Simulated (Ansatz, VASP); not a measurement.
**Cross-check of As (arsenene bilayer, AA') between VASP and Ansatz**

One calculation is typed for both programs; each brings its own data sets. How far apart do they land? The cell is taken from a series of runs on this material, whose earlier steps may have relaxed, scaled, displaced or heated it; both programs get it as it stands.

Program: Ansatz 0.2.0. Level of theory: plane waves, with VASP 6.6.1 beside it; PBE with D3(BJ). Results are calculated unless marked as measured.

**1. Starting point**

The cell holds 4 atoms: 4 As. Cell: a = 3.569 Å, b = 3.569 Å, c = 24.641 Å, α = 90.0°, β = 90.0°, γ = 120.0°. Vacuum lies along c.

**2. Ansatz: single point, PBE with D3(BJ)**

Ansatz runs on its default PAW (the set named soft_2) files.

A single point takes one fixed geometry, so differences don't come from the geometry; what else differs is listed under the comparison.

Contents of input.yaml:

```yaml
crystal:
  lattice:
    - [3.5689875578, 0.0, 0.0]
    - [-1.7844937789, 3.0908338908, 0.0]
    - [0.0, 0.0, 24.6405589834]
  atoms:
    - { symbol: As, position: [0.6666666667, 0.3333333333, 0.3652514542] }
    - { symbol: As, position: [0.3333333333, 0.6666666667, 0.4220097042] }
    - { symbol: As, position: [0.3333333333, 0.6666666667, 0.5779902958] }
    - { symbol: As, position: [0.6666666667, 0.3333333333, 0.6347485458] }
kpoints:
  mp_grid: { grid: [18, 18, 1] }
  band_path:
    path: [[0, 0, 0], [0.5, 0, 0], [0.33333333, 0.33333333, 0], [0, 0, 0]]
    npoints: 16
hamiltonian:
  xc: pbe
  dispersion: d3bj
scf:
  occupations: { method: fermi_dirac, width: 0.02585 }
  convergence: { dr2_threshold: 1.0e-10 }
efield:
  axis: 3
  dipole_correction: true
  ramp_position: 0.97
  ramp_width: 0.06
  amplitude: 0
output:
  dos: { projected: true, e_range: [-6, 5] }
  write_potential: true
  write_density: true
  volumetric_format: npy
  elf: true
```

On the command line:

```sh
ansatz run input.yaml --threads 4 --pin off --max-ram 8192MiB --backend cpu --events-out ev --progress --plain --runs-dir out
```

Numbers of over 12 decimals in the logs are rounded to 6 here.

What it wrote:

```text
Engine: ansatz 0.2.0, x86_64-unknown-linux-gnu
Pseudopotentials: kind: paw
Pseudopotential: As, paw, valence charge 15, recommended cutoff 420 eV (normal), As.paw.azcp
Functional definition: PBE
  parameter kappa = 0.804
  parameter beta = 0.066725
  exchange = pbe_x(kappa = kappa, mu = beta*pi^2/3)
  correlation = pbe_c(beta = beta)
Crystal: 4 atoms, lattice volume = 271.814 Å³
Basis set: ecut = 420 eV, 5237 PW (Γ)
Bands: 36, of which v1, the nominal top of the filled ones, is band 30 counted from 1 (29 counted from 0)
Symmetry: 6 space group operations
k-points: 37 of 324 (time reversal used)
Non-local potential: As, projectors of the file, l = 0: 2, l = 1: 2, l = 2: 3, l = 3: 1
PAW form: soft (Blöchl's): semilocal exchange-correlation on the pseudo side does not see the compensation charge
PAW one-centre angular grid: As, 590 points (default); XC on 64 Gauss nodes
Initial density: superposition of atomic densities (neutral atoms: chi_scale 0, normalization atom), corrected by the library's trained network
Initial wavefunctions: pseudopotential atomic-orbital guess
Functional: x = pbe(κ = 0.804, μ = 0.219515), c = pbe(β = 0.066725)
SCF iter   1: F=—  HF=-19425.513602 eV  |F-HF|=—  |Δ(HF+E_count)|=         —  Δρ=9.22e-4  dr2=2.90e-3  ethr=1.77e-3  p=0.000 e·Å  D=1.08e-13 V/Å  ΔV_dip=-0.00 eV  dr2_dipole=4.78e-9  V_vac-E_F(+/−)=4.58/4.58 eV  ⟨swp⟩=7.9  Hψ=5764  notcnv=0
efield: sawtooth ramp at fractional position 0.9700 (set: `efield.ramp_position`, or a place that a band, a saddle search or an elastic batch's reference lends), width 0.0600; the density the first Hamiltonian is built on has a dipole p = 0.000 e·Å; the dipole correction subtracts the counter field D = 1.08e-13 V/Å, which shifts the + side's vacuum level by -0.00 eV against the − side's; the planar-averaged density in the ramp window peaks in size at 6.2e-6 e/Å³
preconditioner: auto → Resta (q_TF=auto, 2.121 Å⁻¹)  ε∞=2.3  [insulator: Δε(μ)=1.274 eV  Ē_g=8.816 eV  σ=0.026 eV  W_gap=1.00  n_scr=46 (ndim 8)  ℏωp=10.1 eV  f_vac=0.602  D(μ)=0.00/eV (n_scr^D=0)  ε∞_Penn≈2.3  vacuum switching on, ρ_ref=5.6e-3 e/Å³]
SCF iter   2: F=—  HF=-19425.514023 eV  |F-HF|=—  |Δ(HF+E_count)|=   4.21e-4  Δρ=5.49e-4  dr2=9.14e-4  ethr=4.83e-6  p=-0.000 e·Å  D=-1.78e-5 V/Å  ΔV_dip=0.00 eV  dr2_dipole=2.09e-8  V_vac-E_F(+/−)=4.60/4.60 eV  ⟨swp⟩=2.0  Hψ=2902  notcnv=0  defer=58
SCF iter   3: F=—  HF=-19425.514444 eV  |F-HF|=—  |Δ(HF+E_count)|=   4.22e-4  Δρ=1.85e-4  dr2=4.82e-4  ethr=1.52e-6  p=0.000 e·Å  D=5.66e-5 V/Å  ΔV_dip=-0.00 eV  dr2_dipole=2.32e-7  V_vac-E_F(+/−)=4.60/4.61 eV  ⟨swp⟩=2.0  Hψ=2548  notcnv=0  defer=58
SCF iter   4: F=—  HF=-19425.514414 eV  |F-HF|=—  |Δ(HF+E_count)|=   3.06e-5  Δρ=1.06e-4  dr2=1.59e-4  ethr=8.04e-7  p=-0.000 e·Å  D=-4.08e-5 V/Å  ΔV_dip=0.00 eV  dr2_dipole=1.21e-7  V_vac-E_F(+/−)=4.62/4.62 eV  ⟨swp⟩=2.9  Hψ=2336  notcnv=0  defer=58
SCF iter   5: F=—  HF=-19425.514388 eV  |F-HF|=—  |Δ(HF+E_count)|=   2.61e-5  Δρ=5.53e-5  dr2=9.47e-6  ethr=2.66e-7  p=0.000 e·Å  D=5.53e-6 V/Å  ΔV_dip=-0.00 eV  dr2_dipole=2.09e-9  V_vac-E_F(+/−)=4.62/4.62 eV  ⟨swp⟩=2.0  Hψ=1411  notcnv=0  defer=58
SCF iter   6: F=—  HF=-19425.514389 eV  |F-HF|=—  |Δ(HF+E_count)|=   1.24e-6  Δρ=1.48e-5  dr2=8.00e-7  ethr=1.58e-8  p=-0.000 e·Å  D=-1.93e-5 V/Å  ΔV_dip=0.00 eV  dr2_dipole=2.62e-8  V_vac-E_F(+/−)=4.62/4.62 eV  ⟨swp⟩=2.0  Hψ=2384  notcnv=0  defer=58
SCF iter   7: F=—  HF=-19425.514397 eV  |F-HF|=—  |Δ(HF+E_count)|=   8.32e-6  Δρ=7.00e-6  dr2=5.61e-7  ethr=1.33e-9  p=0.000 e·Å  D=4.88e-5 V/Å  ΔV_dip=-0.00 eV  dr2_dipole=1.74e-7  V_vac-E_F(+/−)=4.62/4.62 eV  ⟨swp⟩=2.0  Hψ=2385  notcnv=0  defer=58
SCF iter   8: F=—  HF=-19425.514397 eV  |F-HF|=—  |Δ(HF+E_count)|=   9.33e-8  Δρ=3.88e-6  dr2=2.02e-7  ethr=9.36e-10  p=-0.000 e·Å  D=-3.08e-5 V/Å  ΔV_dip=0.00 eV  dr2_dipole=6.88e-8  V_vac-E_F(+/−)=4.62/4.62 eV  ⟨swp⟩=3.0  Hψ=2387  notcnv=0  defer=58
SCF iter   9: F=—  HF=-19425.514397 eV  |F-HF|=—  |Δ(HF+E_count)|=   1.15e-8  Δρ=1.23e-6  dr2=1.64e-8  ethr=3.37e-10  p=-0.000 e·Å  D=-8.33e-6 V/Å  ΔV_dip=0.00 eV  dr2_dipole=5.17e-9  V_vac-E_F(+/−)=4.62/4.62 eV  ⟨swp⟩=2.0  Hψ=1405  notcnv=0  defer=58
SCF iter  10: F=—  HF=-19425.514397 eV  |F-HF|=—  |Δ(HF+E_count)|=   1.30e-9  Δρ=3.14e-7  dr2=4.72e-10  ethr=2.73e-11  p=-0.000 e·Å  D=-1.31e-6 V/Å  ΔV_dip=0.00 eV  dr2_dipole=1.12e-10  V_vac-E_F(+/−)=4.62/4.62 eV  ⟨swp⟩=2.2  Hψ=1698  notcnv=0  defer=58
SCF iter  11: F=-19425.514397 eV  HF=-19425.514397 eV  |F-HF|=1.82e-11  |Δ(HF+E_count)|=  3.97e-10  Δρ=4.44e-8  dr2=9.11e-12  ethr=1.00e-12  p=-0.000 e·Å  D=-1.97e-7 V/Å  ΔV_dip=0.00 eV  dr2_dipole=1.78e-12  V_vac-E_F(+/−)=4.62/4.62 eV  ⟨swp⟩=7.8  Hψ=3662  notcnv=0
SCF 1 converged in 11 iterations: F = -19425.514397 eV  dr2 = 9.11e-12
  greatest PAW one-centre occupation: 0.999 electrons in one spin orbital (limit 2), on the As atom at site 0 (counted from 0), in its partial waves of l = 2
NSCF: frozen V_eff on 49 k-points
efield: sawtooth ramp at fractional position 0.9700 (kept from the solve that this one continues, or follows in the run), width 0.0600; the density the first Hamiltonian is built on has a dipole p = -0.000 e·Å; the dipole correction subtracts the counter field D = -1.97e-7 V/Å, which shifts the + side's vacuum level by +0.00 eV against the − side's; the planar-averaged density in the ramp window peaks in size at 8.3e-8 e/Å³
WARN: The output density's exchange-correlation potential varies sharply where the density is thin. Do not read a vacuum level from v_tot or v_xc, or from such a field of the output density. On a cell that repeats whose density bears no net charge and no dipole along the vacuum's axis use v_es (v_loc + v_h of the components); under efield.dipole_correction with no amplitude use v_es + v_field, which holds any externa [...]
SCF converged after 11 iterations
Free energy (F): -19425.514397 eV
Harris-Foulkes:  -19425.514397 eV  (|F-HF|=1.82e-11)
Internal energy: -19425.514397 eV  (E = F + TS)
E sigma→0 (E₀):  -19425.514397 eV
Fermi energy:    0.169087 eV
Dipole field:    D = 0.000001 V/Å  (p = 0.000002 e·Å, saw-weighted, corrected)
Work function:   Φ+ = 4.6224 eV   Φ− = 4.6224 eV
Levels:          The Fermi level and band energies are counted from a zero that moves with the ramp; work functions are not
--- Per-component energies (eV) ---
  E_band       = -1541.774436
  E_kinetic    = 409.115013
  E_local      = -54429.442496  (includes V_loc(G=0)·N_el)
  E_nonlocal   = -2682.947673
  E_hartree    = 27272.240107
  E_xc         = -315.890969
  E_vxc        = -315.231477  (∫ρ·V_xc dr)
  E_paw        = -7338.198093  (= ΣΔE_a)
  E_vpaw       = 932.252019  (= ΣTr[D̂ρ^β])
  E_aug_tail   = 0.000028  (compensation charges beyond the density's cutoff)
  E_efield     = 0.000000  (sawtooth field / dipole correction)
  E_vefield    = 0.000000  (∫n·V_field dr)
  E_ewald      = 17660.623856
  E_disp       = -1.014169  (pairwise vdW)
  E_smearing   = -0.000000  (= −TS)
  E_closure    = -0.000000  (closes the sum)
  Σ components = -19425.514397   (vs F -19425.514397, Δ=0.00e0)
--- Band table (eV; the first three rows and the last of 37) ---
  k-point 0: bands = [... 26 lower, -0.4958, -0.4958, -0.4661, -0.4661, 1.4513, 1.8617, 2.9891, 2.9891, ... 2 higher]
  k-point 1: bands = [... 26 lower, -0.9605, -0.6022, -0.5965, -0.5666, 1.8477, 2.2164, 2.8857, 2.9913, ... 2 higher]
  k-point 2: bands = [... 26 lower, -1.5684, -0.8543, -0.8240, -0.5733, 2.0678, 2.2950, 3.0355, 3.3314, ... 2 higher]
  k-point 36: bands = [... 26 lower, -2.9328, -2.6632, -2.5483, -2.3171, 1.1469, 1.5710, 3.6095, 3.6186, ... 2 higher]
```

**3. VASP: single point, PBE with D3(BJ)**

The same cell, functional, mesh and smearing now go to VASP, with its own data sets.

Lines of VASP's logs that name or quote its potential files are left out, and so is its time.

Contents of INCAR:

```
SYSTEM = As
PREC = Accurate
ENCUT = 400
EDIFF = 1E-06
NELM = 120
ISMEAR = -1
SIGMA = 0.02585
LREAL = .FALSE.
ALGO = Normal
GGA = PE
IVDW = 12
NBANDS = 16
LORBIT = 11
LWAVE = .FALSE.
LCHARG = .FALSE.
ISIF = 2
LDIPOL = .TRUE.
IDIPOL = 3
DIPOL = 0.5 0.5 0.5
LVHAR = .TRUE.
LASPH = .TRUE.
GGA_COMPAT = .FALSE.
EFERMI = MIDGAP
NELMDL = -8
```

Contents of POSCAR:

```
As
1.0
    3.5689875578      0.0000000000      0.0000000000
   -1.7844937789      3.0908338908      0.0000000000
    0.0000000000      0.0000000000     24.6405589834
As
4
Direct
    0.6666666667      0.3333333333      0.3652514542
    0.3333333334      0.6666666666      0.4220097042
    0.3333333334      0.6666666666      0.5779902958
    0.6666666667      0.3333333333      0.6347485458
```

Contents of KPOINTS:

```
Automatic mesh
0
Gamma
18 18 1
0 0 0
```

The projector-augmented-wave data sets are As (PBE family, release 64).

On the command line:

```sh
mpirun -np 1 vasp_std
```

What it wrote:

```text
[banner, memory and clock lines left out]
running    1 mpi-ranks, on    1 nodes
 distrk:  each k-point on    1 cores,    1 groups
 distr:  one band on    1 cores,    1 groups

 POSCAR found type information on POSCAR As
 POSCAR found :  1 types and       4 ions
 LDA part: xc-table for (Slater+PW92), standard interpolation
 POSCAR, INCAR and KPOINTS ok, starting setup
 FFT: planning ... GRIDC
 FFT: planning ... GRID_SOFT
 FFT: planning ... GRID
 WAVECAR not read
 entering main loop
       N       E                     dE             d eps       ncg     rms          rms(c)
DAV:   1     0.112909818227E+03    0.11291E+03   -0.56749E+03  1184   0.731E+02
DAV:   2    -0.689279896525E+01   -0.11980E+03   -0.11483E+03  1688   0.141E+02
DAV:   3    -0.185066984421E+02   -0.11614E+02   -0.11564E+02  1736   0.532E+01
DAV:   4    -0.187436804850E+02   -0.23698E+00   -0.23663E+00  1560   0.904E+00
DAV:   5    -0.187479542651E+02   -0.42738E-02   -0.42733E-02  1600   0.110E+00
DAV:   6    -0.187481026276E+02   -0.14836E-03   -0.14836E-03  1640   0.199E-01
DAV:   7    -0.187481070743E+02   -0.44467E-05   -0.44467E-05  1656   0.288E-02
DAV:   8    -0.187481072852E+02   -0.21083E-06   -0.21082E-06  1416   0.607E-03    0.475E+00
DAV:   9    -0.186670826183E+02    0.81025E-01   -0.44350E-02  1464   0.102E+00    0.282E+00
DAV:  10    -0.186239777096E+02    0.43105E-01   -0.91195E-02  1552   0.151E+00    0.168E-01
DAV:  11    -0.186250246626E+02   -0.10470E-02   -0.31254E-03  1448   0.296E-01    0.460E-02
DAV:  12    -0.186250726152E+02   -0.47953E-04   -0.25136E-04  1656   0.890E-02    0.254E-02
DAV:  13    -0.186250918488E+02   -0.19234E-04   -0.14860E-04  1504   0.523E-02    0.105E-02
DAV:  14    -0.186251102690E+02   -0.18420E-04   -0.48260E-06  1456   0.106E-02    0.590E-03
DAV:  15    -0.186252009147E+02   -0.90646E-04   -0.24919E-05  1400   0.183E-02    0.227E-03
DAV:  16    -0.186252378131E+02   -0.36898E-04   -0.56650E-06  1512   0.740E-03    0.173E-03
DAV:  17    -0.186252609900E+02   -0.23177E-04   -0.29421E-06  1432   0.617E-03    0.100E-03
DAV:  18    -0.186252654794E+02   -0.44894E-05   -0.19238E-07  1232   0.170E-03    0.446E-04
DAV:  19    -0.186252713479E+02   -0.58685E-05   -0.41856E-07  1216   0.149E-03    0.373E-04
DAV:  20    -0.186252732197E+02   -0.18718E-05   -0.11039E-07  1136   0.719E-04    0.176E-04
DAV:  21    -0.186252770689E+02   -0.38492E-05   -0.14841E-07   944   0.900E-04    0.122E-04
DAV:  22    -0.186252778850E+02   -0.81612E-06   -0.19058E-08   928   0.345E-04
   1 F= -.19639324E+02 E0= -.19639324E+02  d E =-.155093E-11
```

OUTCAR, selected parts (step 3):

```text
ion  position               nearest neighbor table
   1  0.667  0.333  0.365-   2 2.49   2 2.49   2 2.49
   2  0.333  0.667  0.422-   1 2.49   1 2.49   1 2.49
   3  0.333  0.667  0.578-   4 2.49   4 2.49   4 2.49
   4  0.667  0.333  0.635-   3 2.49   3 2.49   3 2.49

  LATTYP: Found a hexagonal cell.
 ALAT       =     3.5689875578
 C/A-ratio  =     6.9040753391

 Subroutine GETGRP returns: Found 12 space group operations
 (whereof 12 operations were pure point group operations)

The static configuration has the point symmetry D_3h.

 Found     37 irreducible k-points:

   k-points           NKPTS =     37   k-points in BZ     NKDIM =     37   number of bands    NBANDS=     16

   dimension x,y,z NGX =    24 NGY =   24 NGZ =  162
   dimension x,y,z NGXF=    48 NGYF=   48 NGZF=  324

   ENCUT  =  400.0 eV  29.40 Ry    5.42 a.u.   5.82  5.82 40.18*2*pi/ulx,y,z

   NELECT =      20.0000    total number of electrons

 k-points in reciprocal lattice and weights: Automatic mesh
   0.00000000  0.00000000  0.00000000       0.003
   0.05555556  0.00000000  0.00000000       0.019
   0.11111111  0.00000000  0.00000000       0.019
   0.16666667 -0.00000000  0.00000000       0.019
   0.22222222 -0.00000000  0.00000000       0.019
   0.27777778 -0.00000000  0.00000000       0.019
   0.33333333  0.00000000  0.00000000       0.019
   0.38888889  0.00000000  0.00000000       0.019
   0.44444444 -0.00000000  0.00000000       0.019
[...]
0.33333333  0.27777778  0.00000000       0.037
   0.33333333  0.33333333  0.00000000       0.006

 dipolmoment           0.000000      0.000000      0.000000 electrons x Angstroem

 average (electrostatic) potential at core
       1 -56.4773       2 -56.4798       3 -56.4798       4 -56.4773

 E-fermi :  -1.5243

 k-point     1 :       0.0000    0.0000    0.0000
  band No.  band energies     occupation
    ...
      6      -2.3334      2.00000
      7      -2.1916      2.00000
      8      -2.1916      2.00000
      9      -2.1621      2.00000
     10      -2.1621      2.00000
     11      -0.2565      0.00000
     12       0.1485      0.00000
     13       1.3015      0.00000
     14       1.3015      0.00000
     15       1.3740      0.00000
    ...

 k-point     2 :       0.0556    0.0000    0.0000
  band No.  band energies     occupation
    ...
      6      -2.6800      2.00000
      7      -2.6568      2.00000
      8      -2.2925      2.00000
      9      -2.2744      2.00000
     10      -2.2628      2.00000
     11       0.1434      0.00000
     12       0.5068      0.00000
     13       1.1989      0.00000
     14       1.3028      0.00000
     15       1.4023      0.00000
    ...

 k-point     3 :       0.1111    0.0000    0.0000
  band No.  band energies     occupation
    ...
      6      -3.5210      2.00000
      7      -3.2434      2.00000
      8      -2.5507      2.00000
      9      -2.5206      2.00000
     10      -2.2425      2.00000
     11       0.3727      0.00000
     12       0.5986      0.00000
     13       1.3458      0.00000
     14       1.6467      0.00000
     15       1.6483      0.00000
    ...

 Edisp (eV)   -1.01405

  Total       0.16472     0.16472     0.25147     0.00000     0.00000     0.00000
  in kB       0.97095     0.97095     1.48229     0.00000     0.00000     0.00000
  external pressure =        1.14 kB  Pullay stress =        0.00 kB

  energy-cutoff  :      400.00
  volume of cell :      271.81
      direct lattice vectors                 reciprocal lattice vectors
     3.568987558  0.000000000  0.000000000     0.280191506  0.161768642  0.000000000
    -1.784493779  3.090833891  0.000000000     0.000000000  0.323537283  0.000000000
     0.000000000  0.000000000 24.640558983     0.000000000  0.000000000  0.040583495

 POSITION                                       TOTAL-FORCE (eV/Angst)
 -----------------------------------------------------------------------------------
      1.78449      1.03028      9.00000        -0.000000      0.000000     -0.095855
      0.00000      2.06056     10.39856         0.000000     -0.000000      0.095170
      0.00000      2.06056     14.24200         0.000000      0.000000     -0.095170
      1.78449      1.03028     15.64056        -0.000000     -0.000000      0.095855
 -----------------------------------------------------------------------------------
    total drift:                               -0.000000      0.000000      0.000000

  FREE ENERGIE OF THE ION-ELECTRON SYSTEM (eV)
  ---------------------------------------------------
  free  energy   TOTEN  =       -19.6393237100 eV

  energy  without entropy=      -19.6393237100  energy(sigma->0) =      -19.63932371

 vacuum level on the upper side and lower side of the slab         3.120         3.120

 total charge
# of ion       s       p       d       tot
------------------------------------------
    1        1.294   1.381   0.044   2.719
    2        1.297   1.381   0.044   2.721
    3        1.297   1.381   0.044   2.721
    4        1.294   1.381   0.044   2.719
--------------------------------------------------
tot          5.182   5.523   0.175  10.880

[... 3 further parts left out ...]
```

**4. Side by side**

Known differences besides the potentials themselves: the data sets hold 60 valence electrons in Ansatz (on its default PAW (the set named soft_2) files) and 20 in VASP; the cutoff is 420 eV in Ansatz and 400 eV in VASP. Total energies have different zeros and are not compared.

The two programs side by side:

| quantity | Ansatz | VASP | difference |
| --- | --- | --- | --- |
| gap on the k mesh (eV) | 1.271 | 1.276 | -0.005 |

A gap on the mesh is an upper bound, since the band edges may lie between its points. Where the cell holds vacuum, a pressure given here is an average over it and none of the material.

**5. What came out**

| Property | Result |
| --- | --- |
| difference in gap on the k mesh (single point, PBE with D3(BJ)) | -0.0045 eV |

The difference in gap on the k mesh is -0.0045 eV (single point, PBE with D3(BJ)), within the 0.08 eV picked in this series as the mark of a large difference. The data sets hold unlike numbers of valence electrons (60 in Ansatz and 20 in VASP), so part of the differences may come from the potentials. How closely two codes agree says nothing of how well the functional describes the real material.

[Lines on the potential files, build, host, timing and source positions are cut from VASP's logs without a mark.]

[Logs are printed without paths, hosts, clocks, repeated set-up lines and the standing remarks that a program may print on its own settings, such as how far it seeks lower states.]

[Hosts, paths, dates, database ids (printed as entryN), source tags and the programs' standing remarks are cut or masked in the printed files.]
